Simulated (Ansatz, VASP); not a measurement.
## Cross-check of Ta2O5 (Ta2O5 (Pmmn)) between VASP and Ansatz

Wanted: the spread between two codes on one cell, functional and k mesh. The cell is taken from a series of runs on this material, whose earlier steps may have relaxed, scaled, displaced or heated it; both programs get it as it stands.

Method: plane waves, with VASP 6.6.1 beside it; relaxation of cell and atoms at r2SCAN, in Ansatz 0.2.0.

## Step 1: The structure

The structure is orthorhombic, space group Pmmn (No. 59). The conventional cell has a = 3.841 Å, b = 13.037 Å, c = 3.874 Å, α = 90.00°, β = 90.00°, γ = 90.00°. Ta has 6 O at 1.88 to 2.21 Å nearest. O has 3 Ta at 1.99 to 2.21 Å nearest. Nearest to O lie 2 Ta at 1.88 to 2.00 Å. Nearest to O lie 2 Ta at 1.90 Å. Farther neighbours and most contacts between anions are not listed.

## Step 2: VASP: relaxation of cell and atoms, r2SCAN

The relaxed volume is the usual yardstick between codes: in a stiff, nearly cubic crystal its relative difference is about their pressure difference at one cell divided by the bulk modulus.

Lines of VASP's logs that name or quote its potential files are left out, and so is its time.

INCAR reads:

```
SYSTEM = Ta2O5
PREC = Accurate
ENCUT = 660
EDIFF = 1E-07
NELM = 120
ISMEAR = -1
SIGMA = 0.01
LREAL = .FALSE.
ALGO = Normal
METAGGA = R2SCAN
LASPH = .TRUE.
NBANDS = 66
LORBIT = 11
LWAVE = .FALSE.
LCHARG = .FALSE.
ISIF = 3
IBRION = 2
NSW = 80
EDIFFG = -0.005
GGA_COMPAT = .FALSE.
NELMIN = 4
EFERMI = MIDGAP
LMIXTAU = .TRUE.
KPAR = 4
```

POSCAR reads:

```
Ta2O5
1.0
    3.8408540000      0.0000000000      0.0000000000
    0.0000000000     13.0373230000      0.0000000000
    0.0000000000      0.0000000000      3.8741650000
Ta O
4 10
Direct
    0.0000000000      0.1457969554      0.0227119908
    0.5000000000      0.3542030829      0.9772880092
    0.5000000000      0.6457969171      0.9772880092
    0.0000000000      0.8542030446      0.0227119908
    0.5000000000      0.1852255252      0.0020582500
    0.0000000000      0.3147744364      0.9979414919
    0.0000000000      0.6852255636      0.9979414919
    0.5000000000      0.8147744748      0.0020582500
    0.0000000000      0.8510707298      0.5076474544
    0.5000000000      0.6489292319      0.4923525456
    0.5000000000      0.3510707681      0.4923525456
    0.5000000000      0.5000000384      0.9950009873
    0.0000000000      0.0000000000      0.0049987546
    0.0000000000      0.1489292702      0.5076474544
```

KPOINTS reads:

```
Automatic mesh
0
Gamma
7 2 7
0 0 0
```

PAW data sets: Ta_pv and O (PBE family, release 64).

Run with:

```sh
mpirun -np 4 vasp_std
```

Numbers of over 12 decimals in the logs are rounded to 6 here.

Output:

```text
[banner, memory and clock lines left out]
running    4 mpi-ranks, on    1 nodes
 distrk:  each k-point on    1 cores,    4 groups
 distr:  one band on    1 cores,    1 groups

 POSCAR found type information on POSCAR TaO
 POSCAR found :  2 types and      14 ions
|                                                                             |
|               ----> ADVICE to this user running VASP <----                  |
|                                                                             |
|     You enforced a specific xc type in the INCAR file but a different       |
|     [... a line on the potential file left out ...]
|     I HOPE YOU KNOW WHAT YOU ARE DOING!                                     |
|                                                                             |

 LDA part: xc-table for (None), standard interpolation
 POSCAR, INCAR and KPOINTS ok, starting setup
 FFT: planning ... GRIDC
 FFT: planning ... GRID_SOFT
 FFT: planning ... GRID
 WAVECAR not read
 entering main loop
       N       E                     dE             d eps       ncg     rms          rms(c)
DAV:   1     0.926608865126E+03    0.92661E+03   -0.66867E+04  4224   0.192E+03
DAV:   2    -0.265753400231E+03   -0.11924E+04   -0.11559E+04  5142   0.498E+02
DAV:   3    -0.357597407366E+03   -0.91844E+02   -0.91182E+02  4814   0.138E+02
DAV:   4    -0.359363250815E+03   -0.17658E+01   -0.17607E+01  5312   0.203E+01
DAV:   5    -0.359393299096E+03   -0.30048E-01   -0.30019E-01  5034   0.253E+00    0.720E+01
DAV:   6    -0.316483708568E+03    0.42910E+02   -0.10459E+02  4948   0.484E+01    0.287E+01
DAV:   7    -0.303362459071E+03    0.13121E+02   -0.81629E+00  4696   0.137E+01    0.121E+01
DAV:   8    -0.310881890499E+03   -0.75194E+01   -0.30450E+00  4350   0.100E+01    0.179E+00
DAV:   9    -0.297853136139E+03    0.13029E+02   -0.16616E+00  4364   0.767E+00    0.964E-01
DAV:  10    -0.297321112643E+03    0.53202E+00   -0.60951E-01  4848   0.488E+00    0.746E-01
DAV:  11    -0.296850542370E+03    0.47057E+00   -0.60904E-01  4292   0.495E+00    0.692E-01
DAV:  12    -0.297030025706E+03   -0.17948E+00   -0.51731E-01  4294   0.421E+00    0.381E-01
DAV:  13    -0.297016904300E+03    0.13121E-01   -0.12549E-01  4766   0.178E+00    0.275E-01
DAV:  14    -0.297040683504E+03   -0.23779E-01   -0.88611E-03  4654   0.637E-01    0.228E-01
DAV:  15    -0.297135615620E+03   -0.94932E-01   -0.27642E-02  4234   0.952E-01    0.876E-02
DAV:  16    -0.297138466003E+03   -0.28504E-02   -0.24058E-03  4814   0.308E-01    0.319E-02
DAV:  17    -0.297138359188E+03    0.10682E-03   -0.75620E-04  4304   0.205E-01    0.231E-02
DAV:  18    -0.297138733796E+03   -0.37461E-03   -0.13129E-03  4264   0.245E-01    0.196E-02
DAV:  19    -0.297139824107E+03   -0.10903E-02   -0.61258E-04  4250   0.169E-01    0.590E-03
DAV:  20    -0.297139887414E+03   -0.63307E-04   -0.36089E-05  4686   0.442E-02    0.324E-03
DAV:  21    -0.297139886760E+03    0.65398E-06   -0.32968E-06  4874   0.118E-02    0.248E-03
DAV:  22    -0.297139888004E+03   -0.12448E-05   -0.31674E-06  4076   0.103E-02    0.152E-03
DAV:  23    -0.297139889896E+03   -0.18919E-05   -0.18609E-06  4034   0.858E-03    0.118E-03
DAV:  24    -0.297139889913E+03   -0.16313E-07   -0.22803E-07  3384   0.344E-03
   1 F= -.29713989E+03 E0= -.29713989E+03  d E =-.297140E+03
[... from here on, the cycles between the ionic steps are left out ...]
   2 F= -.29713994E+03 E0= -.29713994E+03  d E =-.477321E-04
   3 F= -.29713996E+03 E0= -.29713996E+03  d E =-.654104E-04
   4 F= -.29713998E+03 E0= -.29713998E+03  d E =-.217268E-04
   5 F= -.29713999E+03 E0= -.29713999E+03  d E =-.324872E-04
   6 F= -.29714000E+03 E0= -.29714000E+03  d E =-.166266E-04
   7 F= -.29714003E+03 E0= -.29714003E+03  d E =-.464722E-04
   8 F= -.29714001E+03 E0= -.29714001E+03  d E =-.177368E-04
 curvature:   9.65 expect dE= 0.117E-02 dE for cont linesearch  0.149E-03
 ZBRENT: bracketing found
 ZBRENT: interpolating
 opt :   1.7701  next Energy=  -297.140039 (dE=-0.513E-04)
 bond charge predicted
       N       E                     dE             d eps       ncg     rms          rms(c)
DAV:   1    -0.297139974633E+03    0.30988E-04   -0.76639E-02  4224   0.114E+00    0.434E-02
DAV:   2    -0.297140020781E+03   -0.46149E-04   -0.15559E-03  4598   0.171E-01    0.245E-02
DAV:   3    -0.297140034444E+03   -0.13663E-04   -0.46579E-05  4792   0.401E-02    0.154E-02
DAV:   4    -0.297139995438E+03    0.39005E-04   -0.59793E-05  4244   0.376E-02    0.388E-03
DAV:   5    -0.297140030029E+03   -0.34591E-04   -0.42373E-05  4238   0.367E-02    0.230E-03
DAV:   6    -0.297140037626E+03   -0.75974E-05   -0.64930E-06  4168   0.123E-02    0.205E-03
DAV:   7    -0.297140038027E+03   -0.40064E-06   -0.31622E-07  4192   0.275E-03    0.116E-03
DAV:   8    -0.297140037795E+03    0.23218E-06   -0.97212E-08  2356   0.235E-03    0.644E-04
DAV:   9    -0.297140038233E+03   -0.43797E-06   -0.37051E-07  3710   0.315E-03    0.417E-04
DAV:  10    -0.297140038335E+03   -0.10216E-06   -0.33864E-08  2220   0.121E-03    0.255E-04
DAV:  11    -0.297140038295E+03    0.39568E-07   -0.17440E-08  2190   0.835E-04
   9 F= -.29714004E+03 E0= -.29714004E+03  d E =-.504852E-04
 curvature:  -0.31 expect dE=-0.894E-05 dE for cont linesearch -0.506E-09
 trial: gam= 0.45412 g(F)=  0.578E-05 g(S)=  0.229E-04 ort =-0.496E-06 (trialstep = 0.604E+00)
 search vector abs. value=  0.595E-04
 reached required accuracy - stopping structural energy minimisation
```

From OUTCAR (step 2):

```text
ion  position               nearest neighbor table
   1  0.000  0.146  0.023-  14 1.88  13 1.90   5 1.99   5 1.99  14 2.00   6 2.21   2 3.33   2 3.33

  LATTYP: Found a simple orthorhombic cell.
 ALAT       =     3.8408540000
 B/A-ratio  =     1.0086728108
 C/A-ratio  =     3.3943813017

 Subroutine GETGRP returns: Found  8 space group operations
 (whereof  4 operations were pure point group operations)

The static configuration has the point symmetry C_2v.
 The point group associated with its full space group is D_2h.

 Found     32 irreducible k-points:

   k-points           NKPTS =     32   k-points in BZ     NKDIM =     32   number of bands    NBANDS=     66

   dimension x,y,z NGX =    32 NGY =  112 NGZ =   32
   dimension x,y,z NGXF=    64 NGYF=  224 NGZF=   64

   ENCUT  =  660.0 eV  48.51 Ry    6.96 a.u.   8.05 27.31  8.12*2*pi/ulx,y,z

   NELECT =     104.0000    total number of electrons

 k-points in reciprocal lattice and weights: Automatic mesh
   0.00000000  0.00000000  0.00000000       0.010
   0.14285714  0.00000000  0.00000000       0.020
   0.28571429  0.00000000  0.00000000       0.020
   0.42857143  0.00000000  0.00000000       0.020
   0.00000000  0.50000000  0.00000000       0.010
   0.14285714  0.50000000  0.00000000       0.020
   0.28571429  0.50000000  0.00000000       0.020
   0.42857143  0.50000000  0.00000000       0.020
   0.00000000  0.00000000  0.14285714       0.020
[...]
0.28571429  0.50000000  0.42857143       0.041
   0.42857143  0.50000000  0.42857143       0.041

 average (electrostatic) potential at core
       1 -47.6974       2 -47.6974       3 -47.6974       4 -47.6974       5 -77.2746
       6 -77.2746       7 -77.2746       8 -77.2746       9 -76.3452      10 -76.3452
      11 -76.3452      12 -77.2876      13 -77.2875      14 -76.3452

 E-fermi :   1.9493

 k-point     1 :       0.0000    0.0000    0.0000
  band No.  band energies     occupation
    ...
     48      -0.2724      2.00000
     49      -0.2194      2.00000
     50      -0.1893      2.00000
     51      -0.0697      2.00000
     52      -0.0644      2.00000
     53       3.3532      0.00000
     54       3.3740      0.00000
     55       3.7670      0.00000
     56       3.7934      0.00000
     57       3.8597      0.00000
    ...

 k-point     2 :       0.1429    0.0000    0.0000
  band No.  band energies     occupation
    ...
     48      -0.3185      2.00000
     49      -0.2120      2.00000
     50      -0.1678      2.00000
     51      -0.1676      2.00000
     52      -0.1673      2.00000
     53       3.4879      0.00000
     54       3.8545      0.00000
     55       3.8559      0.00000
     56       3.9474      0.00000
     57       4.0125      0.00000
    ...

 k-point     3 :       0.2857    0.0000    0.0000
  band No.  band energies     occupation
    ...
     48      -0.3813      2.00000
     49      -0.3441      2.00000
     50      -0.2898      2.00000
     51      -0.2262      2.00000
     52      -0.1102      2.00000
     53       3.4629      0.00000
     54       3.8582      0.00000
     55       4.0921      0.00000
     56       4.3424      0.00000
     57       4.4362      0.00000
    ...

  Total        0.0660459      0.0380992     -0.0287509      0.0000000      0.0000000      0.0000000
  in kB        0.5455766      0.3147215     -0.2374987      0.0000000      0.0000000      0.0000000
  external PRESSURE =       0.2075998 kB  Pullay stress =       0.0000000 kB

  energy-cutoff  :      660.00
  volume of cell :      193.95
      direct lattice vectors                 reciprocal lattice vectors
     3.841926092  0.000000000  0.000000000     0.260286111  0.000000000  0.000000000
     0.000000000 13.033179189  0.000000000     0.000000000  0.076727250  0.000000000
     0.000000000  0.000000000  3.873478708     0.000000000  0.000000000  0.258165870

 POSITION                                       TOTAL-FORCE (eV/Angst)
 -----------------------------------------------------------------------------------
      0.00000      1.90117      0.08703        -0.000000     -0.003518      0.000184
      1.92096      4.61542      3.78645        -0.000000      0.003518     -0.000184
      1.92096      8.41776      3.78645        -0.000000     -0.003518     -0.000184
      0.00000     11.13201      0.08703        -0.000000      0.003518      0.000184
      1.92096      2.41362      0.00868         0.000000     -0.003295     -0.001367
      0.00000      4.10296      3.86480        -0.000000      0.003295      0.001367
      0.00000      8.93021      3.86480        -0.000000     -0.003295      0.001367
      1.92096     10.61955      0.00868         0.000000      0.003295     -0.001367
      0.00000     11.08769      1.96675        -0.000000      0.000052     -0.001970
      1.92096      8.46208      1.90673         0.000000     -0.000052      0.001970
      1.92096      4.57110      1.90673         0.000000      0.000052      0.001970
      1.92096      6.51659      3.85431        -0.000000      0.000000     -0.001379
      0.00000      0.00000      0.01916        -0.000000      0.000000      0.001379
      0.00000      1.94549      1.96675        -0.000000     -0.000052     -0.001970
 -----------------------------------------------------------------------------------
    total drift:                                0.000000      0.001428      0.004286

  FREE ENERGIE OF THE ION-ELECTRON SYSTEM (eV)
  ---------------------------------------------------
  free  energy   TOTEN  =      -297.1400382955 eV

  energy  without entropy=     -297.1400382955  energy(sigma->0) =     -297.14003830

 reached required accuracy - stopping structural energy minimisation

 total charge
# of ion       s       p       d       tot
------------------------------------------
    1        0.365   6.353   2.064   8.782
    2        0.365   6.353   2.064   8.782
    3        0.365   6.353   2.064   8.782
    4        0.365   6.353   2.064   8.782
    5        1.563   3.587   0.000   5.149
    6        1.563   3.587   0.000   5.149
    7        1.563   3.587   0.000   5.149
    8        1.563   3.587   0.000   5.149
    9        1.573   3.548   0.000   5.121
   10        1.573   3.548   0.000   5.121
   11        1.573   3.548   0.000   5.121
   12        1.570   3.564   0.000   5.135
   13        1.570   3.564   0.000   5.135
   14        1.573   3.548   0.000   5.121
--------------------------------------------------
tot         17.144  61.082   8.255  86.481

[... 3 further parts left out ...]
```

CONTCAR:

```
Ta2O5
   1.00000000000000
     3.8419260922665095    0.0000000000000000    0.0000000000000000
     0.0000000000000000   13.0331791889166180    0.0000000000000000
     0.0000000000000000    0.0000000000000000    3.8734787080218052
  Ta              O
     4    10
Direct
     0.0000000000000000    0.1458717015850055    0.0224685444368910
     0.5000000000000000    0.3541283367149959    0.9775314555631091
     0.5000000000000000    0.6458716632850041    0.9775314555631091
     0.0000000000000000    0.8541282984149945    0.0224685444368910
     0.5000000000000000    0.1851907853592284    0.0022415735650476
     0.0000000000000000    0.3148091762407756    0.9977581683349507
     0.0000000000000000    0.6851908237592244    0.9977581683349507
     0.5000000000000000    0.8148092146407717    0.0022415735650476
     0.0000000000000000    0.8507279148454332    0.5077471721227954
     0.5000000000000000    0.6492720468545654    0.4922528278772045
     0.5000000000000000    0.3507279531454345    0.4922528278772045
     0.5000000000000000    0.5000000384000032    0.9950523152489729
     0.0000000000000000    0.0000000000000000    0.0049474266510325
     0.0000000000000000    0.1492720851545669    0.5077471721227954
```

The run keeps the 8 symmetry operations of its start, so it cannot find a distortion of lower symmetry.

(Part 1 of 2 ends here.)

[Lines on the potential files, build, host, timing and source positions are cut from VASP's logs without a mark.]

[Logs are printed without paths, hosts, clocks, repeated set-up lines and the standing remarks that a program may print on its own settings, such as how far it seeks lower states.]

[Hosts, paths, dates, database ids (printed as entryN), source tags and the programs' standing remarks are cut or masked in the printed files.]
